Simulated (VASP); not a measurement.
Set up this calculation in VASP 6.6.1, as the native input.

```
Task                   : relaxation of shape and atoms at fixed volume
Functional             : PBE
Potentials or basis    : VASP PAW PBE potentials, release 64 (Bi, Te)
Cutoff                 : 300 eV
k mesh                 : 5 × 5 × 4
Occupations            : gaussian, width 0.03 eV
Spin                   : no spin polarisation
Further INCAR settings : ALGO = Normal; EDIFF = 1e-07; IBRION = 2; EDIFFG = -0.01; NSW = 40; ISIF = 4
```

The structure of Bi2Te3 (Tellurobismuthite) lies in POSCAR:

```
Bi2Te3                                  
1.0
    2.2505888250      1.2993780639     10.9302941422
   -2.2505888250      1.2993780639     10.9302941422
    0.0000000000     -2.5987561279     10.9302941422
  Bi              Te            
     2     3
Direct
     0.3967168243899084    0.3967168243899084    0.3967168243899084
     0.6032831756100917    0.6032831756100917    0.6032831756100988
     0.0000000000000000    0.0000000000000000    0.0000000000000000
     0.2167291935343686    0.2167291935343686    0.2167291935343686
     0.7832708064656313    0.7832708064656313    0.7832708064656313
```

The cell isn't the ideal one: a relaxed cell with its volume scaled by 1.04.

The input as run:

INCAR

```
SYSTEM = Bi2Te3
  ALGO = Normal
  EDIFF = 1E-7
  EDIFFG = -0.01
  ENCUT = 300
  GGA = PE
  IBRION = 2
  ISIF = 4
  ISMEAR = 0
  LASPH = .TRUE.
  LCHARG = .FALSE.
  LREAL = .FALSE.
  LWAVE = .FALSE.
  NELM = 80
  NSW = 40
  PREC = Accurate
  SIGMA = 0.03
```

KPOINTS

```
k-points
0
G
  5 5 4
  0 0 0
```

Potentials or basis: VASP PAW PBE potentials, release 64 (Bi, Te).

The run is started by

```console
$ cat potpaw_PBE.64/Bi/POTCAR potpaw_PBE.64/Te/POTCAR > POTCAR
$ mpirun -np 1 vasp_std > vasp.out
```

Results of the run:

```yaml
Energy_gained_by_relaxing: 6.6 meV/atom
Ionic_steps: 11
Pressure_after_relaxing: -0.2 GPa
Band_gap_on_the_k_mesh: 0.75 eV, indirect (least direct gap 0.83 eV)
```

Caveat: spin-orbit coupling is left out, which as a rule narrows the gap of such compounds by several tenths of an eV; an odd mesh through Γ misses points on the zone boundary, where band edges often lie.

Run time: 25 min on 1 thread of Intel(R) Xeon(R) Platinum 8259CL CPU @ 2.50GHz (Skylake/Cascade Lake), on a shared host, peak memory 0.62 GiB.
